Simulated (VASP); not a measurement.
An input for Ansatz (written as the equivalent of a VASP run, and not itself run):

Ansatz 0.2 input:
```yaml
crystal:
  lattice:
    - [4.3507380, 2.1753690, 2.1753690]
    - [2.1753690, 4.3507380, 2.1753690]
    - [2.1753690, 2.1753690, 4.3507380]
  atoms:
    - { symbol: Co, position: [0.0000000, 0.0000000, 0.0000000], spin: 3 }
    - { symbol: Co, position: [0.5000000, 0.5000000, 0.5000000], spin: -3 }
    - { symbol: O, position: [0.2500000, 0.2500000, 0.2500000] }
    - { symbol: O, position: [0.7500000, 0.7500000, 0.7500000] }
kpoints:
  mp_grid: { grid: [10, 10, 10] }
hamiltonian:
  xc: pbe
  pseudopotentials: { kind: paw }
magnetization: { spin_polarized: true }
scf:
  occupations: { method: gaussian, width: 0.02 }
  max_iter: 100
output: { forces: true, stress: true, eigenvalues: true }
```

Problem. Write the VASP files for the same calculation (PBE).

Solution. Several could match; the one computed here: 
### INCAR
```
SIGMA=0.02
LCHARG=.FALSE.
ISPIN=2   ! spin-polarised
LMAXMIX=4   ! l cut-off of mixed one-centre charges
ALGO=Normal   ! blocked Davidson
LREAL=.FALSE.
ENCUT=400   ! plane-wave cut-off (eV)
PREC=Accurate
LWAVE=.FALSE.
EDIFF=1E-6   ! SCF stop (eV)
ISIF=2
LORBIT=11   ! lm-projected
SYSTEM=CoO
NELM=100   ! most electronic steps
ISMEAR=0   ! Gaussian
GGA=PE   ! PBE
MAGMOM=3.0 -3.0 2*0.0
LASPH=.TRUE.
```

File KPOINTS:
```
Automatic mesh
0
Gamma
10 10 10
0 0 0
```

POSCAR:
```
CoO
1
    4.3507380000     2.1753690000     2.1753690000
    2.1753690000     4.3507380000     2.1753690000
    2.1753690000     2.1753690000     4.3507380000
Co O
2 2
Direct
  0.0000000000   0.0000000000   0.0000000000
  0.5000000000   0.5000000000   0.5000000000
  0.2500000000   0.2500000000   0.2500000000
  0.7500000000   0.7500000000   0.7500000000
```

POTCAR, in this order: Co O (PBE.64 set). Program: vasp_std.

Limits of the translation: each code has its own PAW files, so the cut-off isn't converted (ENCUT is set for VASP's; basis.ecutwfc is left out, and Ansatz then takes the one that its files recommend); Ansatz stops its SCF on the density residual and VASP on the energy change (EDIFF).

The structure is a typed CoO crystal. The cell was not relaxed at this level.
